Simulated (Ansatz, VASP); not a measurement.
**Cross-check of SnSeO between VASP and Ansatz**

Wanted: the spread between two codes on one cell, functional and k mesh. The cell is taken from a series of runs on this material, whose earlier steps may have relaxed, scaled, displaced or heated it; both programs get it as it stands.

Program: Ansatz 0.2.0. Level of theory: plane waves, with VASP 6.6.1 beside it; single point at PBE and single point at PBE, spin-orbit coupling. Results are calculated unless marked as measured.

### 1. Set-up

The cell holds 3 atoms: 1 Sn, 1 O and 1 Se. Its edges and angles: a = 3.547 Å, b = 3.547 Å, c = 28.400 Å, α = 90.0°, β = 90.0°, γ = 120.0°. Vacuum lies along c.

### 2. VASP: single point, PBE

A single point gives forces, pressure and levels at one fixed geometry, so differences don't come from the geometry; what else differs is listed under the comparison.

Lines of VASP's logs that name or quote its potential files are left out, and so is its time.

Contents of INCAR:

```
SYSTEM = SnSeO
PREC = Accurate
ENCUT = 520
EDIFF = 1E-06
NELM = 120
ISMEAR = -1
SIGMA = 0.02
LREAL = .FALSE.
ALGO = Normal
GGA = PE
NBANDS = 19
LORBIT = 11
LWAVE = .FALSE.
LCHARG = .FALSE.
ISIF = 2
LDIPOL = .TRUE.
IDIPOL = 3
DIPOL = 0.5 0.5 0.505
LVHAR = .TRUE.
LASPH = .TRUE.
GGA_COMPAT = .FALSE.
NELMDL = -8
KPAR = 2
```

Contents of POSCAR:

```
SnSeO
1.0
    3.5467377295      0.0000000000      0.0000000000
   -1.7733688647      3.0715649743      0.0000000000
    0.0000000000      0.0000000000     28.4000000000
Sn O Se
1 1 1
Direct
    0.0000000000      0.0000000000      0.5136438075
    0.3333333333      0.6666666667      0.5456845374
    0.6666666667      0.3333333333      0.4543154626
```

Contents of KPOINTS:

```
Automatic mesh
0
Gamma
6 6 1
0 0 0
```

The projector-augmented-wave data sets are Sn_d, O and Se (PBE family, release 64).

Run with:

```bash
$ mpirun -np 2 vasp_std
```

Numbers of over 12 decimals in the logs are rounded to 6 here.

Log:

```text
[banner, memory and clock lines left out]
running    2 mpi-ranks, on    1 nodes
 distrk:  each k-point on    1 cores,    2 groups
 distr:  one band on    1 cores,    1 groups

 POSCAR found type information on POSCAR SnO Se
 POSCAR found :  3 types and       3 ions
 LDA part: xc-table for (Slater+PW92), standard interpolation
 POSCAR, INCAR and KPOINTS ok, starting setup
 FFT: planning ... GRIDC
 FFT: planning ... GRID_SOFT
 FFT: planning ... GRID
 WAVECAR not read
 entering main loop
       N       E                     dE             d eps       ncg     rms          rms(c)
DAV:   1     0.207765727671E+03    0.20777E+03   -0.11004E+04   322   0.107E+03
DAV:   2     0.158645637127E+02   -0.19190E+03   -0.18651E+03   355   0.242E+02
DAV:   3    -0.154389214336E+02   -0.31303E+02   -0.31200E+02   350   0.110E+02
DAV:   4    -0.161298105708E+02   -0.69089E+00   -0.68993E+00   356   0.211E+01
DAV:   5    -0.161433353665E+02   -0.13525E-01   -0.13524E-01   355   0.329E+00
DAV:   6    -0.161440093638E+02   -0.67400E-03   -0.67399E-03   390   0.680E-01
DAV:   7    -0.161440240251E+02   -0.14661E-04   -0.14661E-04   373   0.736E-02
DAV:   8    -0.161440241678E+02   -0.14273E-06   -0.14242E-06   318   0.959E-03    0.895E+00
DAV:   9    -0.144831432774E+02    0.16609E+01   -0.12937E+01   419   0.450E+01    0.526E+00
DAV:  10    -0.142245622616E+02    0.25858E+00   -0.29441E+00   342   0.989E+00    0.250E+00
DAV:  11    -0.142104242430E+02    0.14138E-01   -0.40368E-01   331   0.414E+00    0.836E-01
DAV:  12    -0.142094719512E+02    0.95229E-03   -0.31809E-02   320   0.135E+00    0.248E-01
DAV:  13    -0.142097542996E+02   -0.28235E-03   -0.61255E-03   369   0.556E-01    0.144E-01
DAV:  14    -0.142096937356E+02    0.60564E-04   -0.14953E-03   353   0.251E-01    0.363E-02
[...]
DAV:  18    -0.142098665221E+02   -0.66132E-04   -0.94631E-06   298   0.168E-02    0.334E-03
DAV:  19    -0.142099419787E+02   -0.75457E-04   -0.91076E-06   277   0.123E-02    0.240E-03
DAV:  20    -0.142099829301E+02   -0.40951E-04   -0.27144E-06   288   0.636E-03    0.164E-03
DAV:  21    -0.142099942467E+02   -0.11317E-04   -0.18616E-07   302   0.225E-03    0.940E-04
DAV:  22    -0.142100087627E+02   -0.14516E-04   -0.44789E-07   260   0.273E-03    0.844E-04
DAV:  23    -0.142100122171E+02   -0.34544E-05   -0.87557E-08   299   0.127E-03    0.838E-04
DAV:  24    -0.142100152878E+02   -0.30708E-05   -0.89139E-08   280   0.137E-03    0.234E-04
DAV:  25    -0.142100160067E+02   -0.71885E-06   -0.10064E-08   275   0.731E-04
   1 F= -.14210016E+02 E0= -.14209246E+02  d E =-.154071E-02
```

Parts of OUTCAR (step 2):

```text
ion  position               nearest neighbor table
   1  0.000  0.000  0.514-   2 2.24   2 2.24   2 2.24   3 2.65   3 2.65   3 2.65
   2  0.333  0.667  0.546-   1 2.24   1 2.24   1 2.24
   3  0.667  0.333  0.454-   1 2.65   1 2.65   1 2.65

  LATTYP: Found a hexagonal cell.
 ALAT       =     3.5467377295
 C/A-ratio  =     8.0073583575

 Subroutine GETGRP returns: Found  6 space group operations
 (whereof  6 operations were pure point group operations)

The static configuration has the point symmetry C_3v.

 Found      7 irreducible k-points:

   k-points           NKPTS =      7   k-points in BZ     NKDIM =      7   number of bands    NBANDS=     19

   dimension x,y,z NGX =    28 NGY =   28 NGZ =  216
   dimension x,y,z NGXF=    56 NGYF=   56 NGZF=  432

   ENCUT  =  520.0 eV  38.22 Ry    6.18 a.u.   6.59  6.59 52.81*2*pi/ulx,y,z

   NELECT =      26.0000    total number of electrons

 k-points in reciprocal lattice and weights: Automatic mesh
   0.00000000  0.00000000  0.00000000       0.028
   0.16666667  0.00000000  0.00000000       0.167
   0.33333333  0.00000000  0.00000000       0.167
   0.50000000  0.00000000  0.00000000       0.083
   0.16666667  0.16666667  0.00000000       0.167
   0.33333333  0.16666667  0.00000000       0.333
   0.33333333  0.33333333  0.00000000       0.056

 dipolmoment           0.000000      0.000000      0.025118 electrons x Angstroem

 average (electrostatic) potential at core
       1-110.9491       2 -79.0061       3 -61.2461

 E-fermi :  -3.4197

 k-point     1 :       0.0000    0.0000    0.0000
  band No.  band energies     occupation
    ...
     10      -6.7718      2.00000
     11      -5.6588      2.00000
     12      -3.6295      1.99994
     13      -3.4197      1.00003
     14      -3.4197      1.00003
     15       0.3347      0.00000
     16       1.5269      0.00000
     17       1.8985      0.00000
     18       2.0714      0.00000
     19       2.4378      0.00000

 k-point     2 :       0.1667    0.0000    0.0000
  band No.  band energies     occupation
    ...
      9      -7.4153      2.00000
     10      -7.0155      2.00000
     11      -5.4752      2.00000
     12      -5.1127      2.00000
     13      -3.7252      2.00000
     14      -2.7637      0.00000
     15       0.5812      0.00000
     16       1.6281      0.00000
     17       2.3411      0.00000
     18       2.4533      0.00000
    ...

 k-point     3 :       0.3333    0.0000    0.0000
  band No.  band energies     occupation
    ...
      9      -8.2870      2.00000
     10      -7.4789      2.00000
     11      -6.4577      2.00000
     12      -5.2641      2.00000
     13      -4.1793      2.00000
     14      -2.3020      0.00000
     15       0.1139      0.00000
     16       2.1156      0.00000
     17       3.1366      0.00000
     18       3.5198      0.00000
    ...

  Total        0.0552617      0.0552617      0.2303631      0.0000000     -0.0000000     -0.0000000
  in kB        0.2861723      0.2861723      1.1929340      0.0000000     -0.0000000     -0.0000000
  external PRESSURE =       0.5884262 kB  Pullay stress =       0.0000000 kB

  energy-cutoff  :      520.00
  volume of cell :      309.39
      direct lattice vectors                 reciprocal lattice vectors
     3.546737730  0.000000000  0.000000000     0.281949238  0.162783468  0.000000000
    -1.773368865  3.071564974  0.000000000     0.000000000  0.325566937  0.000000000
     0.000000000  0.000000000 28.400000000     0.000000000  0.000000000  0.035211268

 POSITION                                       TOTAL-FORCE (eV/Angst)
 -----------------------------------------------------------------------------------
      0.00000      0.00000     14.58748         0.000000     -0.000000      0.149908
     -0.00000      2.04771     15.49744        -0.000000      0.000000      0.003575
      1.77337      1.02385     12.90256        -0.000000     -0.000000     -0.153483
 -----------------------------------------------------------------------------------
    total drift:                               -0.000000      0.000000     -0.000825

  FREE ENERGIE OF THE ION-ELECTRON SYSTEM (eV)
  ---------------------------------------------------
  free  energy   TOTEN  =       -14.2100160067 eV

  energy  without entropy=      -14.2084753006  energy(sigma->0) =      -14.20924565

 vacuum level on the upper side and lower side of the slab         2.242         1.824

 total charge
# of ion       s       p       d       tot
------------------------------------------
    1        1.008   0.943  10.154  12.105
    2        1.581   3.327   0.000   4.908
    3        1.486   2.357   0.032   3.875
--------------------------------------------------
tot          4.075   6.627  10.186  20.888

[... 3 further parts left out ...]
```

### 3. Ansatz: single point, PBE

Ansatz runs on its PAW soft_1 files.

The same cell, functional, mesh and smearing now go to Ansatz, which takes its cutoff from its data sets.

Contents of input.yaml:

```yaml
crystal:
  lattice:
    - [3.5467377295, 0.0, 0.0]
    - [-1.7733688647, 3.0715649743, 0.0]
    - [0.0, 0.0, 28.4]
  atoms:
    - { symbol: Sn, position: [0.0, 0.0, 0.5136438075] }
    - { symbol: O, position: [0.3333333333, 0.6666666667, 0.5456845374] }
    - { symbol: Se, position: [0.6666666667, 0.3333333333, 0.4543154626] }
  periodic: [true, true, false]
kpoints:
  mp_grid: { grid: [6, 6, 1] }
  band_path:
    path:
      - [0, 0, 0]
      - [0.5, 0, 0]
      - [0.3333333333333, 0.3333333333333, 0]
      - [0, 0, 0]
    npoints: 10
hamiltonian:
  xc: pbe
  pseudopotentials: { kind: paw, azcp: { folder: soft_1 } }
scf:
  occupations: { method: fermi_dirac, width: 0.02 }
  n_extra_bands: 5
output:
  eigenvalues: true
  forces: true
  stress: true
  write_density: true
  write_potential: true
  elf: true
  volumetric_format: npy
```

Run with:

```bash
$ ansatz run input.yaml --threads 4 --pin off --max-ram 17510MiB --backend cpu --events-out ev --progress --plain --runs-dir out
```

Log:

```text
scf.n_extra_bands = 5 over 18 filled bands (N_el = 36.0): the run solves 23 bands
Engine: ansatz 0.2.0, aarch64-unknown-linux-gnu
Pseudopotentials: kind: paw
Pseudopotential: Sn, paw, valence charge 14, recommended cutoff 420 eV (normal), soft_1/Sn.paw.azcp
Pseudopotential: O, paw, valence charge 6, recommended cutoff 420 eV (normal), soft_1/O.paw.azcp
Pseudopotential: Se, paw, valence charge 16, recommended cutoff 420 eV (normal), soft_1/Se.paw.azcp
Functional definition: PBE
  parameter kappa = 0.804
  parameter beta = 0.066725
  exchange = pbe_x(kappa = kappa, mu = beta*pi^2/3)
  correlation = pbe_c(beta = beta)
Crystal: 3 atoms, lattice volume = 309.391 Å³
Basis set: ecut = 420 eV, 5981 PW (Γ), exchange–correlation on 48×48×384 points (8 copies of the dense FFT grid, shifted against one another)
Bands: 23, of which v1, the nominal top of the filled ones, is band 18 counted from 1 (17 counted from 0)
Symmetry: 6 space group operations
Space group: P3m1 (ITA 156), of the structure as read, at distance tolerance 6.8e-5 Å
k-points: 7 of 36 (time reversal used)
Non-local potential: Sn, projectors of the file, l = 0: 2, l = 1: 2, l = 2: 2, l = 3: 1
Non-local potential: O, projectors of the file, l = 0: 2, l = 1: 2, l = 2: 1
Non-local potential: Se, projectors of the file, l = 0: 2, l = 1: 2, l = 2: 3, l = 3: 1
PAW form: soft (Blöchl's): semilocal exchange-correlation on the pseudo side does not see the compensation charge
PAW one-centre angular grid: Sn, 590 points (default); XC on 64 Gauss nodes
PAW one-centre angular grid: O, 110 points (default); XC on 64 Gauss nodes
PAW one-centre angular grid: Se, 590 points (default); XC on 64 Gauss nodes
Initial density: superposition of atomic densities (neutral atoms: chi_scale 0, normalization atom)
Initial wavefunctions: pseudopotential atomic-orbital guess
Functional: x = pbe(κ = 0.804, μ = 0.219515), c = pbe(β = 0.066725)
SCF iter   1: F=—  HF=-12062.131988 eV  |F-HF|=—  |Δ(HF+E_count)|=         —  Δρ=4.59e-2  dr2=7.85e0  ethr=3.10e-3  ⟨swp⟩=15.4  Hψ=1266  notcnv=0
preconditioner: auto → LDOS  [insulator: Δε(μ)=0.167 eV  Ē_g=17.301 eV  σ=0.020 eV  W_gap=0.97  n_scr=16 (ndim 8)  ℏωp=10.8 eV  f_vac=0.779  D(μ)=0.12/eV (n_scr^D=2)  ε∞_Penn≈1.4  β→1.0]
SCF iter   2: F=—  HF=-12072.583763 eV  |F-HF|=—  |Δ(HF+E_count)|=    1.05e1  Δρ=1.39e-1  dr2=9.93e1  ethr=3.10e-3  ⟨swp⟩=6.4  Hψ=575  notcnv=0  defer=6  recentre
SCF iter   3: F=—  HF=-12060.417812 eV  |F-HF|=—  |Δ(HF+E_count)|=    1.22e1  Δρ=1.43e-2  dr2=8.46e-1  ethr=3.10e-3  ⟨swp⟩=5.1  Hψ=495  notcnv=0  defer=4
SCF iter   4: F=—  HF=-12060.236354 eV  |F-HF|=—  |Δ(HF+E_count)|=   1.81e-1  Δρ=2.68e-3  dr2=8.60e-2  ethr=2.35e-3  ⟨swp⟩=2.9  Hψ=291  notcnv=0  defer=6
SCF iter   5: F=—  HF=-12060.227590 eV  |F-HF|=—  |Δ(HF+E_count)|=   8.76e-3  Δρ=1.72e-3  dr2=3.48e-2  ethr=2.39e-4  ⟨swp⟩=4.1  Hψ=322  notcnv=0  defer=6
SCF iter   6: F=—  HF=-12060.222414 eV  |F-HF|=—  |Δ(HF+E_count)|=   5.18e-3  Δρ=7.22e-4  dr2=3.74e-3  ethr=9.66e-5  ⟨swp⟩=4.6  Hψ=230  notcnv=0  defer=6
SCF iter   7: F=—  HF=-12060.222157 eV  |F-HF|=—  |Δ(HF+E_count)|=   2.58e-4  Δρ=2.26e-4  dr2=2.80e-4  ethr=1.04e-5  ⟨swp⟩=3.6  Hψ=331  notcnv=0  defer=6
SCF iter   8: F=—  HF=-12060.222107 eV  |F-HF|=—  |Δ(HF+E_count)|=   4.98e-5  Δρ=1.09e-4  dr2=9.70e-5  ethr=7.79e-7  ⟨swp⟩=3.6  Hψ=331  notcnv=0  defer=6
SCF iter   9: F=—  HF=-12060.222149 eV  |F-HF|=—  |Δ(HF+E_count)|=   4.17e-5  Δρ=3.28e-5  dr2=8.50e-6  ethr=2.69e-7  ⟨swp⟩=2.6  Hψ=241  notcnv=0  defer=6
SCF iter  10: F=—  HF=-12060.222147 eV  |F-HF|=—  |Δ(HF+E_count)|=   1.06e-6  Δρ=1.30e-5  dr2=5.57e-7  ethr=2.36e-8  ⟨swp⟩=3.1  Hψ=291  notcnv=0  defer=6
SCF iter  11: F=-12060.222147 eV  HF=-12060.222147 eV  |F-HF|=2.04e-8  |Δ(HF+E_count)|=   1.64e-7  Δρ=2.58e-6  dr2=1.64e-8  ethr=2.78e-10  ⟨swp⟩=27.6  Hψ=1770  notcnv=0
SCF 1 converged in 11 iterations: F = -12060.222147 eV  dr2 = 1.64e-8
  greatest PAW one-centre occupation: 1.000 electrons in one spin orbital (limit 2), on the Se atom at site 2 (counted from 0), in its partial waves of l = 2
NSCF: frozen V_eff on 31 k-points
WARN: The output density's exchange-correlation potential varies sharply where the density is thin. Do not read a vacuum level from v_tot or v_xc, or from such a field of the output density. On a cell that repeats whose density bears no net charge and no dipole along the vacuum's axis use v_es (v_loc + v_h of the components); under efield.dipole_correction with no amplitude use v_es + v_field, which holds any externa [...]
SCF converged after 11 iterations
Free energy (F): -12060.222147 eV
Harris-Foulkes:  -12060.222147 eV  (|F-HF|=2.04e-8)
Internal energy: -12060.220606 eV  (E = F + TS)
E sigma→0 (E₀):  -12060.221377 eV
Entropy (-TS):   -0.001541 eV (-0.514 meV/atom)
Fermi energy:    -5.457177 eV
--- Per-component energies (eV) ---
  E_band       = -992.059103
  E_kinetic    = 445.943436
  E_local      = -66312.872390  (includes V_loc(G=0)·N_el)
  E_nonlocal   = -157.652301
  E_hartree    = 32925.101538
  E_xc         = -281.351956
  E_vxc        = -260.545338  (∫ρ·V_xc dr)
  E_paw        = -6663.762201  (= ΣΔE_a)
  E_vpaw       = -557.130966  (= ΣTr[D̂ρ^β])
  E_aug_tail   = 0.000613  (compensation charges beyond the density's cutoff)
  E_ewald      = 27984.372655
  E_smearing   = -0.001541  (= −TS)
  E_closure    = -0.000000  (closes the sum)
  Σ components = -12060.222147   (vs F -12060.222147, Δ=0.00e0)
--- Forces (eV/Å), atoms counted from 1 ---
  atom   1  Sn    -0.00000000     0.00000000     0.17936693
  atom   2  O     -0.00000000     0.00000000    -0.03574014
  atom   3  Se     0.00000000    -0.00000000    -0.14364391
  max |Σ_I F_I| component: 1.71e-5 eV/Å
--- 2D stress c σ (N/m, compression-positive) ---
       -0.057899      -0.000000      -0.000000
        0.000000      -0.057899       0.000000
        0.000000       0.000000       0.000000
  P = ½ c Tr σ = -0.0579 N/m
--- Band table (eV; the first three rows and the last of 7) ---
  k-point 0: bands = [... 14 lower, -8.7943, -7.6871, -5.6458, -5.4572, -5.4572, -1.7057 (-1.7057°), -0.5085 (-0.5160°), -0.1185, ... 1 higher]
  k-point 1: bands = [... 14 lower, -9.0382, -7.5071, -7.1478, -5.7620, -4.7796, -1.4533 (-1.4533°), -0.4089 (-0.4100°), 0.3451, ... 1 higher]
  k-point 2: bands = [... 14 lower, -9.5020, -8.4915, -7.2981, -6.2155, -4.3233, -1.9137, 0.0892 (0.0892°), 1.1041, ... 1 higher]
  k-point 6: bands = [... 14 lower, -9.8793, -9.5993, -7.5126, -6.9637, -3.7072, -0.5731, 0.1547, 0.5771, ... 1 higher]
  ° read free of the cell's end (the report's vacuum.weakly_bound_levels)
```

### 4. Differences

Known differences besides the potentials themselves: Ansatz cuts the interaction across the vacuum, VASP repeats the sheet with a dipole correction; the data sets hold 36 valence electrons in Ansatz (on its PAW soft_1 files) and 26 in VASP; the cutoff is 420 eV in Ansatz and 520 eV in VASP. Total energies have different zeros and are not compared.

Forces (eV/Å; atoms numbered as in POSCAR):

```csv
atom,"Ansatz x, y, z","VASP x, y, z"
Sn1,"0.000, 0.000, 0.179","0.000, 0.000, 0.150"
O2,"0.000, 0.000, -0.036","0.000, 0.000, 0.004"
Se3,"0.000, 0.000, -0.144","0.000, 0.000, -0.153"
```

The forces differ by 17 meV/Å r.m.s., which is 23.4 % of the r.m.s. force of 0.072 eV/Å (both taken over all components). With vacuum in the cell, a pressure given here is an average over mostly empty space and none of the material.

### 5. Other set-ups

Further runs change the set-up of one program: Ansatz's method, potentials or start, or VASP's data sets, cutoff or form of LDA. The table gives that difference for each run.

```csv
run,r.m.s. force difference (meV/Å)
as above,17
"VASP with the data sets Sn_sv_GW, O and Se",8.3
```

(Continued in part 2 of 2.)

[Lines on the potential files, build, host, timing and source positions are cut from VASP's logs without a mark.]

[Logs are printed without paths, hosts, clocks, repeated set-up lines and the standing remarks that a program may print on its own settings, such as how far it seeks lower states.]

[Hosts, paths, dates, database ids (printed as entryN), source tags and the programs' standing remarks are cut or masked in the printed files.]
